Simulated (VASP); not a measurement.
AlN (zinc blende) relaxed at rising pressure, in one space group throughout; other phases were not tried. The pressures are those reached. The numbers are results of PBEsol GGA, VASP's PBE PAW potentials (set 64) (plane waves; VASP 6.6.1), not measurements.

```
P (GPa)  V (Å³/atom)    k-mesh
-------  -----------  --------
-0.16         10.486  10×10×10
4.99          10.234  10×10×10
9.99          10.015  11×11×11
19.89          9.639  11×11×11
29.82          9.318  11×11×11
```

A change of mesh leaves a small step in the series.

Task: Fit an equation of state and predict the volume at 45.02 GPa.

Result: Least squares on the third-order Birch-Murnaghan form, P = (3B0/2)(y⁷ − y⁵)[1 + (3/4)(B′ − 4)(y² − 1)] with y = (V0/V)^(1/3), gives V0 = 10.477 Å³/atom, B0 = 203 GPa and B′ = 3.8, and so 8.907 Å³/atom. The run gave 8.909 Å³/atom, +0.0 % from the fit.

Pressures at which the relaxation failed are left out.

The compound is AlN in the zinc blende structure, a metastable form; wurtzite is the usual one.
